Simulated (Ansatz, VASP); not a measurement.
# Be (Beryllium) in two plane-wave programs, part 2 of 2

One calculation is typed for both programs; each brings its own data sets. How far apart do they land? The structure shown is the end of the Ansatz relaxation below.

VASP 6.6.1 and Ansatz 0.2.0.

So far. Step 3 (VASP: single point, PBEsol, pair 1): The run ends at a pressure of 12.37 GPa.

## (6) VASP: single point, PBEsol, pair 2 (continued)

Level of this step: PBEsol; plane waves and PAW (Be) (VASP).

Numbers of over 12 decimals in the logs are rounded to 6 here.

From OUTCAR (step 6):

```text
  Total        1.4126797      1.4126797      1.4196569      0.0000000     -0.0000000      0.0000000
  in kB      160.4895558    160.4895558    161.2822075      0.0000000     -0.0000000      0.0000000
  external PRESSURE =     160.7537730 kB  Pullay stress =       0.0000000 kB

 POSITION                                       TOTAL-FORCE (eV/Angst)
 -----------------------------------------------------------------------------------
      0.00000      1.25595      0.86030        -0.000000      0.000000      0.000000
      1.08769      0.62798      2.58090         0.000000     -0.000000      0.000000
 -----------------------------------------------------------------------------------
    total drift:                                0.000000      0.000000     -0.000000

  FREE ENERGIE OF THE ION-ELECTRON SYSTEM (eV)
  ---------------------------------------------------
  free  energy   TOTEN  =        -7.9193324308 eV

  energy  without entropy=       -7.9188927918  energy(sigma->0) =       -7.91918588

[... 1 part as in an earlier step ...]

[... 2 further parts left out ...]
[key lines of the parts left out:]
E-fermi :   7.9519
```

The run ends at a pressure of 16.08 GPa.

## (7) Side by side

Compared:

```csv
quantity,Ansatz,VASP,difference
pressure (GPa),15.51,16.08,-0.57
```

## (8) Ansatz: relaxation, PBEsol

This run makes the geometry at which the two programs are then compared. The cell compared in this pair holds 15.36 Å³, against 14.10 Å³ for the pair before.

The structure compared here is the end of the Ansatz relaxation.

File input.yaml:

```yaml
crystal:
  lattice:
    - [2.2416412631, 0.0, 0.0]
    - [-1.1208206315, 1.94131828, 0.0]
    - [0.0, 0.0, 3.5288095885]
  atoms:
    - { symbol: Be, position: [0.3333333333, 0.6666666667, 0.25] }
    - { symbol: Be, position: [0.6666666667, 0.3333333333, 0.75] }
kpoints:
  mp_grid: { grid: [24, 24, 12] }
hamiltonian:
  xc: pbesol
  pseudopotentials: { kind: paw, azcp: { folder: soft_1 }, xc_functional: pbe }
scf:
  occupations: { method: methfessel_paxton, width: 0.2 }
output:
  forces: true
  stress: true
  eigenvalues: true
relax:
  adjacent_minimum: "off"
  f_tol: 0.001
  max_steps: 60
  cell: { stress_tol: 0.01, fix: [volume] }
```

The run is started by

```bash
> ansatz run input.yaml --threads 4 --pin off --max-ram 10240MiB --backend cpu --events-out ev --progress --plain --runs-dir out
```

Log:

```text
[...]
Crystal: 2 atoms, lattice volume = 15.356 Å³
Basis set: ecut = 420 eV, 299 PW (Γ), exchange–correlation on 30×30×48 points (8 copies of the dense FFT grid, shifted against one another)
Bands: 6, of which v1, the nominal top of the filled ones, is band 2 counted from 1 (1 counted from 0)
Symmetry: 24 space group operations
[...]
k-points: 427 of 6912
[...]
P = ⅓ Tr σ = 2.5883 GPa (25.883 kbar)
--- Band table (eV; the first three rows and the last of 427) ---
[...]
--- Relaxed structure (3 steps of the walk, 3 accepted, 1 SCFs on fresh bases) ---
[...]
cell:  # Å, volume = 15.3565 Å³
    - [2.240899, -2.885791058726882e-11, 0.0]
    - [-1.120449, 1.940675, 0.0]
    - [0.0, 0.0, 3.531148]
  atoms:
    - { symbol: Be, position: [0.333333, 0.666667, 0.25] }
    - { symbol: Be, position: [0.666667, 0.333333, 0.75] }
[key lines of the parts left out:]
SCF converged after 4 iterations
Free energy (F): -180.696339 eV
Fermi energy:    8.336303 eV
```

## (9) VASP: single point, PBEsol, pair 3

The same cell, functional, mesh and smearing now go to VASP, with its own data sets.

File INCAR:

```
SYSTEM = Be
PREC = Accurate
ENCUT = 600
EDIFF = 1E-06
NELM = 120
ISMEAR = 1
SIGMA = 0.2
LREAL = .FALSE.
ALGO = Normal
GGA = PS
NBANDS = 8
LORBIT = 11
LWAVE = .FALSE.
LCHARG = .FALSE.
ISIF = 2
LASPH = .TRUE.
GGA_COMPAT = .FALSE.
```

File POSCAR:

```
Be
1.0
    2.2408988484      0.0000000000      0.0000000000
   -1.1204494242      1.9406753301      0.0000000000
    0.0000000000      0.0000000000      3.5311481804
Be
2
Direct
    0.3333333334      0.6666666668      0.2500000000
    0.6666666668      0.3333333334      0.7500000000
```

File KPOINTS:

```
Automatic mesh
0
Gamma
24 24 12
0 0 0
```

Potentials, in the order of the species: Be (PBE family, release 64).

The run is started by

```bash
> mpirun -np 1 vasp_std
```

Log:

```text
[... set-up lines as in an earlier step ...]
 entering main loop
       N       E                     dE             d eps       ncg     rms          rms(c)
DAV:   1    -0.305391181820E+01   -0.30539E+01   -0.19471E+03  6856   0.459E+02
DAV:   2    -0.800526512747E+01   -0.49514E+01   -0.47909E+01 10904   0.562E+01
DAV:   3    -0.802579953283E+01   -0.20534E-01   -0.20445E-01  7384   0.308E+00
DAV:   4    -0.802581715804E+01   -0.17625E-04   -0.17625E-04 10096   0.879E-02
DAV:   5    -0.802581715875E+01   -0.71093E-09   -0.10628E-08  7416   0.445E-04    0.128E+00
DAV:   6    -0.800121658457E+01    0.24601E-01   -0.29481E-03  7144   0.623E-01    0.778E-01
DAV:   7    -0.799108877318E+01    0.10128E-01   -0.40543E-03  7624   0.635E-01    0.158E-02
DAV:   8    -0.799108616644E+01    0.26067E-05   -0.12389E-05  7744   0.285E-02    0.671E-03
DAV:   9    -0.799108685457E+01   -0.68813E-06   -0.48043E-07  8248   0.499E-03
   1 F= -.79910869E+01 E0= -.79909234E+01  d E =-.490495E-03
```

From OUTCAR (step 9):

```text
  Total        0.2881681      0.2881681      0.2957681      0.0000000      0.0000000      0.0000000
  in kB       30.0652932     30.0652932     30.8582162      0.0000000      0.0000000      0.0000000
  external PRESSURE =      30.3296008 kB  Pullay stress =       0.0000000 kB

 POSITION                                       TOTAL-FORCE (eV/Angst)
 -----------------------------------------------------------------------------------
      0.00000      1.29378      0.88279         0.000000      0.000000      0.000000
      1.12045      0.64689      2.64836        -0.000000     -0.000000      0.000000
 -----------------------------------------------------------------------------------
    total drift:                                0.000000      0.000000     -0.000000

  FREE ENERGIE OF THE ION-ELECTRON SYSTEM (eV)
  ---------------------------------------------------
  free  energy   TOTEN  =        -7.9910868546 eV

  energy  without entropy=       -7.9905963597  energy(sigma->0) =       -7.99092336

[... 1 part as in an earlier step ...]

[... 2 further parts left out ...]
[key lines of the parts left out:]
E-fermi :   7.2178
```

The run ends at a pressure of 3.03 GPa.

## (10) Side by side

Both answers:

```csv
quantity,Ansatz,VASP,difference
pressure (GPa),2.59,3.03,-0.44
```

## (11) Outcome

```
difference in pressure (single point, PBEsol, pair 1) : -0.53 GPa
difference in pressure (single point, PBEsol, pair 2) : -0.57 GPa
difference in pressure (single point, PBEsol, pair 3) : -0.44 GPa
```

In words: The difference in pressure is -0.57 GPa (single point, PBEsol, pair 2), within the 1 GPa picked in this series as the mark of a large difference. 5 further runs of this series are not shown here. How closely two codes agree says nothing of how well the functional describes the real material.

[Lines on the potential files, build, host, timing and source positions are cut from VASP's logs without a mark.]

[Logs are printed without paths, hosts, clocks, repeated set-up lines and the standing remarks that a program may print on its own settings, such as how far it seeks lower states.]

[Hosts, paths, dates, database ids (printed as entryN), source tags and the programs' standing remarks are cut or masked in the printed files.]
